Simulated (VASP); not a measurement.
OSZICAR of a VASP run on AlC₆₂:

OSZICAR:
```
...
       N       E                     dE             d eps       ncg     rms          rms(c)
DAV:   1    -0.530056625430E+03   -0.60833E+00   -0.29151E+02   640   0.479E+01    0.414E+00
RMM:   2    -0.530445510369E+03   -0.38888E+00   -0.57353E+00   640   0.685E+00    0.217E+00
RMM:   3    -0.530459836100E+03   -0.14326E-01   -0.84154E-01   645   0.244E+00    0.126E+00
RMM:   4    -0.530458732482E+03    0.11036E-02   -0.15472E-01   651   0.962E-01    0.839E-01
RMM:   5    -0.530461288792E+03   -0.25563E-02   -0.38580E-02   650   0.470E-01    0.417E-01
RMM:   6    -0.530461506703E+03   -0.21791E-03   -0.10322E-02   653   0.228E-01    0.201E-01
RMM:   7    -0.530461531767E+03   -0.25064E-04   -0.29576E-03   658   0.115E-01    0.937E-02
RMM:   8    -0.530461555110E+03   -0.23342E-04   -0.66736E-04   650   0.644E-02    0.395E-02
RMM:   9    -0.530461583845E+03   -0.28736E-04   -0.18018E-04   655   0.293E-02    0.179E-02
RMM:  10    -0.530461584141E+03   -0.29599E-06   -0.40735E-05   463   0.139E-02
   6 F= -.53046158E+03 E0= -.53046158E+03  d E =-.101329E+01  mag=     3.0000
       N       E                     dE             d eps       ncg     rms          rms(c)
DAV:   1    -0.530793474982E+03   -0.33189E+00   -0.33856E+01   640   0.163E+01    0.133E+00
RMM:   2    -0.530830315397E+03   -0.36840E-01   -0.62290E-01   640   0.225E+00    0.739E-01
RMM:   3    -0.530831984875E+03   -0.16695E-02   -0.10181E-01   645   0.825E-01    0.401E-01
RMM:   4    -0.530832048626E+03   -0.63751E-04   -0.17047E-02   656   0.321E-01    0.268E-01
RMM:   5    -0.530832235413E+03   -0.18679E-03   -0.41389E-03   646   0.157E-01    0.133E-01
RMM:   6    -0.530832293600E+03   -0.58186E-04   -0.12468E-03   657   0.771E-02    0.657E-02
RMM:   7    -0.530832287061E+03    0.65389E-05   -0.28905E-04   650   0.366E-02    0.330E-02
RMM:   8    -0.530832289260E+03   -0.21994E-05   -0.75398E-05   570   0.210E-02
   7 F= -.53083229E+03 E0= -.53083229E+03  d E =-.138399E+01  mag=     3.0000
       N       E                     dE             d eps       ncg     rms          rms(c)
DAV:   1    -0.531526057014E+03   -0.69377E+00   -0.10061E+02   648   0.278E+01    0.254E+00
RMM:   2    -0.531568302037E+03   -0.42245E-01   -0.16764E+00   640   0.355E+00    0.128E+00
RMM:   3    -0.531582340865E+03   -0.14039E-01   -0.32995E-01   645   0.140E+00    0.747E-01
RMM:   4    -0.531581836908E+03    0.50396E-03   -0.57473E-02   655   0.556E-01    0.540E-01
RMM:   5    -0.531582700939E+03   -0.86403E-03   -0.16182E-02   645   0.290E-01    0.264E-01
RMM:   6    -0.531582642080E+03    0.58860E-04   -0.51691E-03   655   0.151E-01    0.157E-01
RMM:   7    -0.531582678134E+03   -0.36054E-04   -0.10727E-03   660   0.714E-02    0.675E-02
RMM:   8    -0.531582677302E+03    0.83191E-06   -0.23131E-04   643   0.360E-02    0.227E-02
RMM:   9    -0.531582683169E+03   -0.58667E-05   -0.61120E-05   480   0.176E-02
   8 F= -.53158268E+03 E0= -.53158266E+03  d E =-.750394E+00  mag=     3.0000
       N       E                     dE             d eps       ncg     rms          rms(c)
DAV:   1    -0.531582713546E+03   -0.36244E-04   -0.40666E-03   728   0.176E-01    0.171E-02
RMM:   2    -0.531582716127E+03   -0.25806E-05   -0.67874E-05   616   0.220E-02    0.899E-03
RMM:   3    -0.531582717356E+03   -0.12291E-05   -0.14697E-05   399   0.920E-03    0.530E-03
RMM:   4    -0.531582717343E+03    0.13071E-07   -0.24329E-06   387   0.362E-03
   9 F= -.53158272E+03 E0= -.53158269E+03  d E =-.750428E+00  mag=     3.0000
       N       E                     dE             d eps       ncg     rms          rms(c)
DAV:   1    -0.531875836147E+03   -0.29312E+00   -0.65888E+01   640   0.228E+01    0.257E+00
RMM:   2    -0.531878532761E+03   -0.26966E-02   -0.12409E+00   640   0.296E+00    0.122E+00
RMM:   3    -0.531901688024E+03   -0.23155E-01   -0.26180E-01   645   0.123E+00    0.660E-01
RMM:   4    -0.531897730352E+03    0.39577E-02   -0.37398E-02   651   0.470E-01    0.470E-01
RMM:   5    -0.531898050082E+03   -0.31973E-03   -0.16626E-02   643   0.285E-01    0.212E-01
RMM:   6    -0.531897706733E+03    0.34335E-03   -0.40836E-03   653   0.149E-01    0.103E-01
RMM:   7    -0.531897714389E+03   -0.76560E-05   -0.94489E-04   650   0.657E-02    0.600E-02
RMM:   8    -0.531897718625E+03   -0.42367E-05   -0.22205E-04   652   0.316E-02    0.217E-02
RMM:   9    -0.531897721008E+03   -0.23826E-05   -0.40231E-05   456   0.155E-02
  10 F= -.53189772E+03 E0= -.53189763E+03  d E =-.315004E+00  mag=     3.0000
       N       E                     dE             d eps       ncg     rms          rms(c)
DAV:   1    -0.531917641726E+03   -0.19923E-01   -0.25653E+00   672   0.451E+00    0.512E-01
RMM:   2    -0.531917561731E+03    0.79995E-04   -0.48551E-02   640   0.584E-01    0.243E-01
RMM:   3    -0.531918537693E+03   -0.97596E-03   -0.10220E-02   645   0.242E-01    0.129E-01
RMM:   4    -0.531918369319E+03    0.16837E-03   -0.14390E-03   649   0.925E-02    0.906E-02
RMM:   5    -0.531918382176E+03   -0.12858E-04   -0.66431E-04   642   0.569E-02    0.420E-02
RMM:   6    -0.531918370643E+03    0.11534E-04   -0.15889E-04   653   0.292E-02    0.197E-02
RMM:   7    -0.531918370427E+03    0.21549E-06   -0.38822E-05   446   0.129E-02
  11 F= -.53191837E+03 E0= -.53191833E+03  d E =-.335653E+00  mag=     3.0000
       N       E                     dE             d eps       ncg     rms          rms(c)
DAV:   1    -0.531963290496E+03   -0.44920E-01   -0.17654E+01   656   0.119E+01    0.105E+00
RMM:   2    -0.531976603727E+03   -0.13313E-01   -0.32344E-01   640   0.160E+00    0.559E-01
RMM:   3    -0.531979130134E+03   -0.25264E-02   -0.57568E-02   646   0.608E-01    0.291E-01
RMM:   4    -0.531978827519E+03    0.30261E-03   -0.93450E-03   648   0.235E-01    0.196E-01
RMM:   5    -0.531978951128E+03   -0.12361E-03   -0.34013E-03   641   0.136E-01    0.764E-02
RMM:   6    -0.531978954290E+03   -0.31618E-05   -0.96104E-04   671   0.676E-02    0.500E-02
RMM:   7    -0.531978953645E+03    0.64467E-06   -0.18977E-04   645   0.310E-02    0.244E-02
RMM:   8    -0.531978955387E+03   -0.17417E-05   -0.43369E-05   478   0.149E-02
  12 F= -.53197896E+03 E0= -.53197890E+03  d E =-.605850E-01  mag=     3.0000
       N       E                     dE             d eps       ncg     rms          rms(c)
DAV:   1    -0.531989217640E+03   -0.10264E-01   -0.14409E+00   688   0.340E+00    0.298E-01
RMM:   2    -0.531990309958E+03   -0.10923E-02   -0.26514E-02   640   0.456E-01    0.160E-01
RMM:   3    -0.531990508643E+03   -0.19869E-03   -0.46723E-03   645   0.174E-01    0.827E-02
RMM:   4    -0.531990483338E+03    0.25305E-04   -0.77424E-04   649   0.673E-02    0.555E-02
RMM:   5    -0.531990492462E+03   -0.91243E-05   -0.27532E-04   639   0.388E-02    0.217E-02
RMM:   6    -0.531990492573E+03   -0.11080E-06   -0.76599E-05   560   0.193E-02
  13 F= -.53199049E+03 E0= -.53199044E+03  d E =-.721221E-01  mag=     3.0000
       N       E                     dE             d eps       ncg     rms          rms(c)
DAV:   1    -0.532001565145E+03   -0.11073E-01   -0.33836E+00   672   0.529E+00    0.348E-01
RMM:   2    -0.532004718653E+03   -0.31535E-02   -0.48926E-02   640   0.623E-01    0.204E-01
RMM:   3    -0.532005014047E+03   -0.29539E-03   -0.89191E-03   645   0.235E-01    0.961E-02
RMM:   4    -0.532005112150E+03   -0.98103E-04   -0.17153E-03   656   0.961E-02    0.531E-02
RMM:   5    -0.532005154026E+03   -0.41876E-04   -0.33783E-04   664   0.417E-02    0.281E-02
RMM:   6    -0.532005157616E+03   -0.35900E-05   -0.70137E-05   545   0.187E-02
  14 F= -.53200516E+03 E0= -.53200511E+03  d E =-.146650E-01  mag=     3.0000
       N       E                     dE             d eps       ncg     rms          rms(c)
DAV:   1    -0.532005881954E+03   -0.72793E-03   -0.12370E-01   704   0.101E+00    0.663E-02
RMM:   2    -0.532005990728E+03   -0.10877E-03   -0.17548E-03   640   0.118E-01    0.385E-02
RMM:   3    -0.532006000668E+03   -0.99403E-05   -0.31413E-04   645   0.443E-02    0.185E-02
RMM:   4    -0.532006003431E+03   -0.27634E-05   -0.60949E-05   514   0.182E-02
  15 F= -.53200600E+03 E0= -.53200595E+03  d E =-.155109E-01  mag=     3.0000
       N       E                     dE             d eps       ncg     rms          rms(c)
DAV:   1    -0.532008952640E+03   -0.29520E-02   -0.81079E-01   688   0.255E+00    0.173E-01
RMM:   2    -0.532009636472E+03   -0.68383E-03   -0.11278E-02   640   0.300E-01    0.991E-02
RMM:   3    -0.532009673686E+03   -0.37214E-04   -0.21021E-03   646   0.115E-01    0.454E-02
RMM:   4    -0.532009709037E+03   -0.35351E-04   -0.42367E-04   655   0.476E-02    0.285E-02
RMM:   5    -0.532009717614E+03   -0.85771E-05   -0.72438E-05   538   0.199E-02
  16 F= -.53200972E+03 E0= -.53200967E+03  d E =-.371418E-02  mag=     3.0000
       N       E                     dE             d eps       ncg     rms          rms(c)
DAV:   1    -0.532009768472E+03   -0.59435E-04   -0.11819E-02   752   0.309E-01    0.212E-02
RMM:   2    -0.532009776811E+03   -0.83389E-05   -0.15425E-04   640   0.350E-02    0.112E-02
RMM:   3    -0.532009776904E+03   -0.92426E-07   -0.27175E-05   425   0.130E-02    0.587E-03
RMM:   4    -0.532009777130E+03   -0.22617E-06   -0.41512E-06   369   0.484E-03
  17 F= -.53200978E+03 E0= -.53200973E+03  d E =-.377370E-02  mag=     3.0000
       N       E                     dE             d eps       ncg     rms          rms(c)
DAV:   1    -0.532010360128E+03   -0.58322E-03   -0.13802E-01   688   0.105E+00    0.728E-02
RMM:   2    -0.532010487767E+03   -0.12764E-03   -0.20048E-03   640   0.126E-01    0.417E-02
RMM:   3    -0.532010496378E+03   -0.86112E-05   -0.35600E-04   648   0.475E-02    0.203E-02
RMM:   4    -0.532010500106E+03   -0.37282E-05   -0.67312E-05   558   0.195E-02
  18 F= -.53201050E+03 E0= -.53201045E+03  d E =-.722976E-03  mag=     3.0000
```

### Question
Which electronic solver shows in the log?

### Answer
It is blocked Davidson (ALGO = Normal, or the opening steps of other solvers) and then RMM-DIIS (ALGO = Fast or VeryFast). The INCAR had ALGO = Fast.

### Question
How was spin treated?

### Answer
Collinear spin (ISPIN = 2): the summary line carries one mag value, 3.00 μB in the cell.

### Question
Can the final energy be trusted as converged?

### Answer
The run converged. It stopped with EDIFF = 1E-5, NELM = 100, NSW = 70 and EDIFFG = -0.03 after 18 ionic steps (PBE GGA, plane waves, VASP's PBE PAW potentials (set 64)).  The cell is charged, with a uniform compensating background. The supercell is sampled at Γ alone, which is coarse: total energies, pressure and levels can be off, energies of defects by several tenths of an eV.

The cell is a supercell with a defect, built from C (diamond): Al_C-vac_C, charge -2. The total moment is imposed (NUPDOWN), so this need not be the lowest spin state.
